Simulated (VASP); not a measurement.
```yaml
crystal:
  lattice:
    - [0.00000, 2.04281, 2.04281]
    - [2.04281, 0.00000, 2.04281]
    - [2.04281, 2.04281, 0.00000]
  atoms:
    - { symbol: V, position: [0.00000, 0.00000, 0.00000] }
    - { symbol: N, position: [0.50000, 0.50000, 0.50000] }
```

Calculation: vdW-DF-cx, VASP's PBE PAW potentials (set 64) (plane waves; VASP 6.6.1). Settings: 520 eV cut-off, 15×15×15 Γ-centred mesh, first-order Methfessel-Paxton smearing of 0.10 eV, potentials V_sv N.

Problem. Predict the energy per atom (σ→0), band gap (on the k-mesh) with the smallest direct gap where there is one.

Solution. 
```
Item                                                         Value
------------------------  ----------------------------------------
band gap (on the k-mesh)  none (metal, semimetal or under 0.01 eV)
energy per atom (σ→0)                               -7.768 eV/atom
```

Only differences to runs with the same potentials and settings are physical.

The compound is VN in the rock salt structure, which distorts at low temperature. It was relaxed first. The run is not spin-polarised, so no magnetic state was tried. VASP warned that the highest band is occupied, so more bands are needed.
